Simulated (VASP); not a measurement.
```xyz
3
Lattice="1.5497 -2.6842 0.0000 1.5497 2.6842 0.0000 0.0000 0.0000 3.5366" Properties=species:S:1:pos:R:3 pbc="T T T"
Mg     3.0994     0.0000     0.0000
B      1.5497     0.8947     1.7683
B      1.5497    -0.8947     1.7683
```

Calculation: RPBE GGA, VASP's PBE PAW potentials (set 64) (plane waves; VASP 6.6.1). Settings: 520 eV cut-off, Gaussian smearing of 0.050 eV, potentials Mg B.

Task: Give the energies of bands 1 to 7 at the high-symmetry points, in eV from the Fermi level.

Result: 
```csv
band,Γ,M,K,A,L,H
1,-12.33,-8.50,-7.23,-11.09,-7.54,-6.34
2,-2.85,-7.74,-7.23,-7.30,-6.85,-6.34
3,0.41,-2.10,-5.73,0.78,-3.48,-5.07
4,0.41,0.27,1.84,0.78,-1.81,-1.94
5,1.70,3.11,1.84,6.63,-1.22,-1.94
6,6.30,3.86,6.19,6.63,5.62,3.63
7,6.30,5.33,6.19,7.94,8.80,11.72
```

It has no gap at this level: it comes out as a metal or semimetal.

The compound is MgB2 in the AlB2 type structure. It was relaxed first.
